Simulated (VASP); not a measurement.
The input files of a VASP run:

**INCAR**
```
! general
SYSTEM  = MoSi2
PREC    = Accurate
ENCUT   = 520   ! plane-wave cut-off (eV)
LREAL   = .False.
LASPH   = .True.

! electronic loop
EDIFF   = 1E-6   ! SCF stop (eV)
NELM    = 100
ALGO    = Normal
LMAXMIX = 4   ! l cut-off of mixed one-centre charges

! smearing
ISMEAR  = 1   ! Methfessel-Paxton
SIGMA   = 0.1   ! width (eV)

! functional
GGA     = RP   ! RPBE

! ions
IBRION  = 2
NSW     = 60   ! most ionic steps
ISIF    = 3
EDIFFG  = -0.02   ! ionic stop

! output
LWAVE   = .False.
LCHARG  = .False.
```

### POSCAR
```
MoSi2
1
   -1.6149791398     1.6149791398     3.9514959176
    1.6149791398    -1.6149791398     3.9514959176
    1.6149791398     1.6149791398    -3.9514959176
Si Mo
2 1
Direct
  0.6649941620   0.6649941620   0.0000000000
  0.3350058380   0.3350058380   0.0000000000
  0.0000000000   0.0000000000   0.0000000000
```

File KPOINTS:
```
Automatic mesh
0
Gamma
12 12 12
0 0 0
```

POTCAR, in this order: Si Mo_sv (PBE.64 set). Program: vasp_std.

**Question.** Write an equivalent input for Quantum ESPRESSO's pw.x.

**Answer.** One equivalent input (not run):
```
&CONTROL
  calculation = 'vc-relax'
  pseudo_dir = './pseudo'
  outdir = './out'
  tprnfor = .true.
  tstress = .true.
  nstep = 60
  forc_conv_thr = 0.00078
/
&SYSTEM
  ibrav = 0
  nat = 3
  ntyp = 2
  ecutwfc = 80
  occupations = 'smearing'
  smearing = 'methfessel-paxton'
  degauss = 0.00735
  input_dft = 'rpbe'
/
&ELECTRONS
  conv_thr = 7.3e-08
  electron_maxstep = 100
/
&IONS
/
&CELL
/
ATOMIC_SPECIES
  Si 28.085 Si.upf
  Mo 95.950 Mo.upf
CELL_PARAMETERS angstrom
    -1.6149791    1.6149791    3.9514959
     1.6149791   -1.6149791    3.9514959
     1.6149791    1.6149791   -3.9514959
ATOMIC_POSITIONS crystal
  Si   0.6649942  0.6649942  0.0000000
  Si   0.3350058  0.3350058  0.0000000
  Mo   0.0000000  0.0000000  0.0000000
K_POINTS automatic
  12 12 12 0 0 0
```
What does not carry over: the potentials are each code's own (VASP's PAW set, PseudoDojo norm-conserving files in pw.x), so ENCUT and ecutwfc are chosen apart and not converted; conv_thr bounds pw.x's estimated SCF error, while EDIFF bounds the energy change between steps; forc_conv_thr acts on force components and is met together with etot_conv_thr.

The compound is MoSi2 in the MoSi2 type structure. It was relaxed first. The start is the result of an earlier pass.
